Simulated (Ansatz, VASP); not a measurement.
SiF: VASP beside Ansatz

```
CELL_PARAMETERS angstrom
3.02860 0.00000 0.00000
0.00000 3.02860 0.00000
0.00000 0.00000 3.02860
ATOMIC_POSITIONS crystal
Si 0.50000 0.50000 0.50000
F 0.00000 0.00000 0.00000
```

The cell was built by a generator and needn't be a form met in nature.

Alike in both runs: task single point; functional HSE(alpha, omega); k mesh 5 × 5 × 5; occupations fermi-dirac, width 0.05 eV; no spin polarisation.

|  | VASP | Ansatz |
| --- | --- | --- |
| version | VASP 6.6.1 | Ansatz 0.2.0 |
| potentials or method | VASP PAW PBE potentials, release 64 (Si, F) | Ansatz PAW |
| plane-wave cutoff (eV) | 520 | 420 |
| valence electrons in the cell | 11 | 11 |

|  | VASP | Ansatz | Ansatz less VASP |
| --- | --- | --- | --- |
| gap on the k mesh at the Fermi level (eV) | none | none | - |
| pressure (GPa) | -1.3 | -1.2 | +0.17 |

A gap of «none» marks a metal or a gap that the smearing closes. The functional is the same, so the differences come from potentials, cutoffs and numerics.

Caveats: the k mesh is coarse (spacing up to 0.41 Å⁻¹), so the values aren't converged, least of all with exact exchange; an odd number of electrons without spin polarisation forces a metal; a magnetic or distorted state may lie lower; the PAW data sets were made with another functional, which shifts forces and pressure a little (VASP); the PAW data sets come from PBE, with cores solved anew for the run's functional, which leaves a small shift of forces and pressure (Ansatz); the thresholds are loose for stress (Ansatz).
